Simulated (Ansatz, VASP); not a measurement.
# ZnCdF4: VASP beside Ansatz

```
CELL_PARAMETERS angstrom
3.68550 0.00000 0.00000
0.00000 3.68550 0.00000
0.00000 0.00000 6.83892
ATOMIC_POSITIONS crystal
Zn 0.00000 0.00000 0.00000
Cd 0.50000 0.50000 0.50000
F 0.00000 0.00000 0.67476
F 0.50000 0.00000 0.00000
F 0.00000 0.50000 0.00000
F 0.00000 0.00000 0.32524
```

Alike in both runs: functional PBE; k mesh 6 × 6 × 4; occupations gaussian, width 0.1 eV; no spin polarisation.

Ansatz relaxed the structure, and its values are those at the end. VASP's run is a single point on that final structure, the one shown.

|  | VASP | Ansatz |
| --- | --- | --- |
| version | VASP 6.6.1 | Ansatz 0.2.0 |
| potentials or method | VASP PAW PBE potentials, release 64 (Zn, Cd, F) | scalar-relativistic, plane waves, PAW |
| plane-wave cutoff (eV) | 520 | 420 |
| valence electrons in the cell | 52 | 60 |

|  | VASP | Ansatz | Ansatz less VASP |
| --- | --- | --- | --- |
| gap on the k mesh at the Fermi level (eV) | none | none | - |
| pressure (GPa) | 0.3 | -0.1 | -0.43 |
| rms of the force components (eV/Å) | 0.006 | 0.003 | -0.0024 |

A gap of «none» marks a metal or a gap that the smearing closes. The functional is the same, so the differences come from potentials, cutoffs and numerics. The two sets of potentials don't hold the same shells in valence.
